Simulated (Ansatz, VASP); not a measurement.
**PbO: VASP beside Ansatz**

One calculation is typed for both programs; each brings its own data sets. How far apart do they land? The cell is generated by rule, not measured, and may not be a known phase. Of the first pair: The cell is taken from a series of runs on this material, whose earlier steps may have relaxed, scaled, displaced or heated it; both programs get it as it stands.

Program: Ansatz 0.2.0. Level of theory: plane waves, with VASP 6.6.1 beside it; relaxation of cell and atoms at PBEsol. Results are calculated unless marked as measured.

**1. The starting structure**

Symmetry: P6_3mc, No. 186, hexagonal system. The conventional cell has a = 4.171 Å, b = 4.171 Å, c = 5.598 Å, α = 90.00°, β = 90.00°, γ = 120.00°. Pb has 4 O at 2.34 to 2.45 Å nearest. Nearest to O lie 4 Pb at 2.34 to 2.45 Å. Farther neighbours and most contacts between anions are not listed.

**2. Ansatz: relaxation of cell and atoms, PBEsol, pair 1**

Ansatz runs on its default PAW (the set named soft_2) files.

The relaxed volume is the usual yardstick between codes: in a stiff, nearly cubic crystal its relative difference is about their pressure difference at one cell divided by the bulk modulus.

File input.yaml:

```yaml
crystal:
  lattice:
    - [4.1705766839, -3.0283e-06, 0.0]
    - [-2.0852857194, 3.6118268708, 0.0]
    - [0.0, 0.0, 5.5976650286]
  atoms:
    - { symbol: Pb, position: [0.3333333333, 0.6666666667, -0.0211299545] }
    - { symbol: Pb, position: [0.6666666667, 0.3333333333, 0.4788700455] }
    - { symbol: O, position: [0.3333333333, 0.6666666667, 0.3961299545] }
    - { symbol: O, position: [0.6666666667, 0.3333333333, 0.8961299545] }
kpoints:
  mp_grid: { grid: [9, 9, 4] }
hamiltonian:
  xc: pbesol
scf:
  occupations: { method: fixed }
output:
  forces: true
  stress: true
  eigenvalues: true
relax:
  adjacent_minimum: "off"
  f_tol: 0.001
  max_steps: 60
  cell: { stress_tol: 0.01 }
```

The run is started by

```sh
ansatz run input.yaml --threads 4 --pin off --max-ram 7168MiB --backend cpu --events-out ev --progress --plain --runs-dir out
```

Numbers of over 12 decimals in the logs are rounded to 6 here.

Log:

```text
Engine: ansatz 0.2.0, aarch64-unknown-linux-gnu
Pseudopotentials: kind: paw
Pseudopotential: Pb, paw, valence charge 14, recommended cutoff 420 eV (normal), Pb.paw.azcp
Pseudopotential: O, paw, valence charge 6, recommended cutoff 420 eV (normal), O.paw.azcp
Functional definition: PBEsol
  exchange = pbesol_x
  correlation = pbesol_c
Crystal: 4 atoms, lattice volume = 84.320 Å³
Basis set: ecut = 420 eV, 1645 PW (Γ), exchange–correlation on 60×60×80 points (8 copies of the dense FFT grid, shifted against one another)
Bands: 24, of which v1, the nominal top of the filled ones, is band 20 counted from 1 (19 counted from 0)
Symmetry: 12 space group operations
Space group: P63mc (ITA 186), of the structure as read, at distance tolerance 4.4e-5 Å
k-points: 36 of 324 (time reversal used)
Non-local potential: Pb, projectors of the file, l = 0: 2, l = 1: 2, l = 2: 2, l = 3: 2
Non-local potential: O, projectors of the file, l = 0: 2, l = 1: 2, l = 2: 1
PAW form: soft (Blöchl's): semilocal exchange-correlation on the pseudo side does not see the compensation charge
PAW frozen core: Pb, regenerated for the run's functional, and the local potential with it (the file was generated under x = pbe(κ = 0.804, μ = 0.219515), c = pbe(β = 0.066725))
PAW frozen core: O, regenerated for the run's functional, and the local potential with it (the file was generated under x = pbe(κ = 0.804, μ = 0.219515), c = pbe(β = 0.066725))
PAW one-centre angular grid: Pb, 590 points (default); XC on 64 Gauss nodes
PAW one-centre angular grid: O, 110 points (default); XC on 64 Gauss nodes
Initial density: superposition of atomic densities (neutral atoms: chi_scale 0, normalization atom), corrected by the library's trained network
Initial wavefunctions: pseudopotential atomic-orbital guess
Functional: x = pbesol(κ = 0.804, μ = 0.123457), c = pbesol(β = 0.046)
SCF iter   1: F=—  HF=-24630.234302 eV  |F-HF|=—  |Δ(HF+E_count)|=         —  Δρ=2.16e-2  dr2=4.06e-1  ethr=1.77e-3  ⟨swp⟩=5.0  Hψ=3240  notcnv=0  defer=67
preconditioner: auto → Resta (q_TF=auto, 2.409 Å⁻¹)  ε∞=4.0  [insulator: Δε(μ)=1.681 eV  Ē_g=14.799 eV  n_scr=22 (ndim 8)  ℏωp=25.6 eV  f_vac=0.091  ε∞_Penn≈4.0]
SCF iter   2: F=—  HF=-24630.183751 eV  |F-HF|=—  |Δ(HF+E_count)|=   5.06e-2  Δρ=1.32e-2  dr2=1.18e-1  ethr=1.01e-3  ⟨swp⟩=2.1  Hψ=1505  notcnv=0  defer=64
SCF iter   3: F=—  HF=-24630.159906 eV  |F-HF|=—  |Δ(HF+E_count)|=   2.38e-2  Δρ=1.59e-3  dr2=1.23e-3  ethr=2.96e-4  ⟨swp⟩=2.0  Hψ=1137  notcnv=0  defer=68
SCF iter   4: F=—  HF=-24630.159905 eV  |F-HF|=—  |Δ(HF+E_count)|=   1.06e-6  Δρ=5.08e-4  dr2=3.08e-4  ethr=3.07e-6  ⟨swp⟩=2.2  Hψ=1651  notcnv=0  defer=69
SCF iter   5: F=—  HF=-24630.159872 eV  |F-HF|=—  |Δ(HF+E_count)|=   3.32e-5  Δρ=8.04e-5  dr2=6.91e-6  ethr=7.70e-7  ⟨swp⟩=2.0  Hψ=1089  notcnv=0  defer=67
SCF iter   6: F=—  HF=-24630.159851 eV  |F-HF|=—  |Δ(HF+E_count)|=   2.04e-5  Δρ=2.39e-5  dr2=8.08e-7  ethr=1.73e-8  ⟨swp⟩=2.8  Hψ=1533  notcnv=0  defer=52
SCF iter   7: F=—  HF=-24630.159852 eV  |F-HF|=—  |Δ(HF+E_count)|=   8.96e-7  Δρ=1.59e-5  dr2=2.55e-7  ethr=2.50e-10  ⟨swp⟩=7.8  Hψ=4888  notcnv=0
SCF iter   8: F=-24630.159852 eV  HF=-24630.159852 eV  |F-HF|=1.43e-9  |Δ(HF+E_count)|=   3.49e-9  Δρ=1.72e-6  dr2=1.99e-9  ethr=2.50e-10  ⟨swp⟩=5.4  Hψ=3288  notcnv=0
SCF 1 converged in 8 iterations: F = -24630.159852 eV  dr2 = 1.99e-9
  greatest PAW one-centre occupation: 0.982 electrons in one spin orbital (limit 2), on the Pb atom at site 1 (counted from 0), in its partial waves of l = 2
relax step   1: F+E_penalty+E_count = -24630.15985234 eV  Δ(F+E_penalty+E_count) = +0.000e0 eV  max|allowed force component| = 3.758e-4 eV/Å  Δτ_max = 0.0000 Å  P = +0.004 GPa  Ω = 84.320 Å³  (8 SCF iters, dr2 threshold 1.00e-7 eV, accepted)
Initial density: handed on by an earlier stage of this run
Initial wavefunctions: pseudopotential atomic-orbital guess (no wavefunctions were taken with the density)
iter 1 solved again at ethr=1.22e-7 eV; its pass at ethr=3.10e-3 eV (dr2=4.88e-5 eV) is discarded
SCF iter   1: F=—  HF=-24630.159880 eV  |F-HF|=—  |Δ(HF+E_count)|=         —  Δρ=2.03e-6  dr2=2.59e-9  ethr=1.22e-7  ⟨swp⟩=3.8  Hψ=5887  notcnv=0  defer=70
eigensolver tolerance schedule: the retry pair's looser diagonalisation over-reported the residual by 18832.95 of it (diagonalisation noise at 2.87 of the residual, at the tolerance the schedule requests for it); recorded, not acted on — ethr = c·dr2/N_el stays at c = 1.0e-1
preconditioner: auto → Resta (q_TF=auto, 2.409 Å⁻¹)  ε∞=4.0  [insulator: Δε(μ)=1.798 eV  Ē_g=14.834 eV  n_scr=22 (ndim 8)  ℏωp=25.6 eV  f_vac=0.086  ε∞_Penn≈4.0]
SCF iter   2: F=—  HF=-24630.159852 eV  |F-HF|=—  |Δ(HF+E_count)|=   2.72e-5  Δρ=1.20e-6  dr2=1.10e-9  ethr=6.48e-12  ⟨swp⟩=4.1  Hψ=2395  notcnv=0  defer=67
SCF iter   3: F=—  HF=-24630.159852 eV  |F-HF|=—  |Δ(HF+E_count)|=  5.86e-10  Δρ=7.70e-7  dr2=5.03e-10  ethr=2.75e-12  ⟨swp⟩=2.0  Hψ=1142  notcnv=0  defer=67
SCF iter   4: F=—  HF=-24630.159852 eV  |F-HF|=—  |Δ(HF+E_count)|=  3.17e-10  Δρ=2.06e-7  dr2=6.53e-11  ethr=1.26e-12  ⟨swp⟩=2.0  Hψ=1118  notcnv=0  defer=67
SCF iter   5: F=—  HF=-24630.159852 eV  |F-HF|=—  |Δ(HF+E_count)|=  1.46e-10  Δρ=6.97e-8  dr2=8.37e-12  ethr=1.00e-12  ⟨swp⟩=2.0  Hψ=987  notcnv=0  defer=67
SCF iter   6: F=-24630.159852 eV  HF=-24630.159852 eV  |F-HF|=1.46e-11  |Δ(HF+E_count)|=  1.09e-11  Δρ=1.55e-8  dr2=2.59e-13  ethr=1.00e-12  ⟨swp⟩=8.8  Hψ=5291  notcnv=0
SCF 2 converged in 6 iterations: F = -24630.159852 eV  dr2 = 2.59e-13
  greatest PAW one-centre occupation: 0.982 electrons in one spin orbital (limit 2), on the Pb atom at site 0 (counted from 0), in its partial waves of l = 2
relax step   2: F+E_penalty+E_count = -24630.15985234 eV  Δ(F+E_penalty+E_count) = -7.021e-10 eV  max|allowed force component| = 3.763e-4 eV/Å  Δτ_max = 0.0000 Å  P = +0.004 GPa  Ω = 84.320 Å³  stress off target by 5.86e-3 GPa  SCF on the basis re-selected at this cell (its energy is not comparable with the rows above)  (6 SCF iters)
basis re-selected at this cell: Δ(F+E_penalty+E_count) = -7.021e-10 eV, ΔP = -0.000 GPa vs the last step (what re-selecting the basis moved, of the pressure what is left beyond the Pulay correction that the steps carried, after the strain that the cell walked since its last selection, with what the two solves' SCF thresholds leave and, on support functions, any second-order correction that the steps lacked; it is no  [...]
SCF converged after 6 iterations
Free energy (F): -24630.159852 eV
Harris-Foulkes:  -24630.159852 eV  (|F-HF|=1.46e-11)
Internal energy: -24630.159852 eV  (E = F + TS)
E sigma→0 (E₀):  -24630.159852 eV
Fermi energy:    7.889935 eV
--- Per-component energies (eV) ---
  E_band       = -132.550139
  E_kinetic    = 921.514256
  E_local      = -3019.123139  (includes V_loc(G=0)·N_el)
  E_nonlocal   = 801.088631
  E_hartree    = 1174.923681
  E_xc         = -584.348186
  E_vxc        = -452.802347  (∫ρ·V_xc dr)
  E_paw        = -20810.334117  (= ΣΔE_a)
  E_vpaw       = -733.079643  (= ΣTr[D̂ρ^β])
  E_aug_tail   = 0.004720  (compensation charges beyond the density's cutoff)
  E_ewald      = -3114.080508
  E_core_change = 0.194809  (= ΣΔE_core)
  E_smearing   = -0.000000  (= −TS)
  E_closure    = 0.000000  (closes the sum)
  Σ components = -24630.159852   (vs F -24630.159852, Δ=0.00e0)
--- Forces (eV/Å), atoms counted from 1 ---
  atom   1  Pb    -0.00000000    -0.00000000    -0.00037622
  atom   2  Pb    -0.00000000     0.00000000    -0.00037622
  atom   3  O     -0.00000000    -0.00000000     0.00037630
  atom   4  O      0.00000000     0.00000000     0.00037630
  max |Σ_I F_I| component: 1.49e-7 eV/Å
--- Stress (GPa, compression-positive) ---
        0.005862      -0.000000       0.000000
       -0.000000       0.005862       0.000000
       -0.000000       0.000000       0.000572
  P = ⅓ Tr σ = 0.0041 GPa (0.041 kbar)
--- Band table (eV; the first three rows and the last of 36) ---
  k-point 0: bands = [... 16 lower, 4.8455, 5.6157, 5.6157, 5.6409, 11.6120, 12.5298, 12.5298, 13.2264]
  k-point 1: bands = [... 16 lower, 5.2146, 5.5143, 5.5143, 6.0080, 11.3024, 12.5111, 12.5111, 12.9969]
  k-point 2: bands = [... 16 lower, 5.2499, 5.2499, 6.2276, 6.2276, 11.4011, 11.4011, 12.6375, 12.6375]
  k-point 35: bands = [... 16 lower, 5.4349, 5.4349, 7.8899, 7.8899, 9.8590, 9.8590, 11.2715, 11.2715]
--- Relaxed structure (1 steps of the walk, 1 accepted, 1 SCFs on fresh bases) ---
  F+E_penalty+E_count = -24630.15985234 eV   max|allowed force component| = 3.763e-4 eV/Å   (the final SCF, on the basis selected at the relaxed cell)
  cell:  # Å, volume = 84.3198 Å³
    - [4.170577, -3.0282799486078562e-6, 0.0]
    - [-2.085286, 3.611827, 0.0]
    - [0.0, 0.0, 5.5976650286]
  atoms:
    - { symbol: Pb, position: [0.333333, 0.666667, -0.0211299545] }
    - { symbol: Pb, position: [0.666667, 0.333333, 0.4788700455] }
    - { symbol: O, position: [0.333333, 0.666667, 0.396130] }
    - { symbol: O, position: [0.666667, 0.333333, 0.896130] }
```

Reading the cycles: dr2 is the Hartree energy of the density residual (eV), the measure of convergence; HF is the Harris–Foulkes estimate of the energy, which meets the free energy F at convergence.

(Continued in part 2 of 2.)

[Lines on the potential files, build, host, timing and source positions are cut from VASP's logs without a mark.]

[Logs are printed without paths, hosts, clocks, repeated set-up lines and the standing remarks that a program may print on its own settings, such as how far it seeks lower states.]

[Hosts, paths, dates, database ids (printed as entryN), source tags and the programs' standing remarks are cut or masked in the printed files.]
